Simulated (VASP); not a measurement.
Consider the following.

```
CdSe
1.0
    0.00000     3.08967     3.08967
    3.08967     0.00000     3.08967
    3.08967     3.08967     0.00000
Cd Se
1 1
Direct
  0.00000   0.00000   0.00000
  0.25000   0.25000   0.25000
```

All values below come from vdW-DF-cx, VASP's PBE PAW potentials (set 64) (plane waves; VASP). Run with 520 eV cut-off, 8×8×8 Γ-centred mesh, Gaussian smearing of 0.050 eV, potentials Cd Se.

Q: Give the stress tensor in GPa (positive for a compressed cell).

A: 
```
-1.39   0.00   0.00
 0.00  -1.39   0.00
 0.00   0.00  -1.39
```
The pressure is its mean diagonal, -1.39 GPa.

The compound is CdSe in the zinc blende structure, whereas wurtzite is the usual form. This cell is one point of a volume scan, at 1.03 of the reference volume.
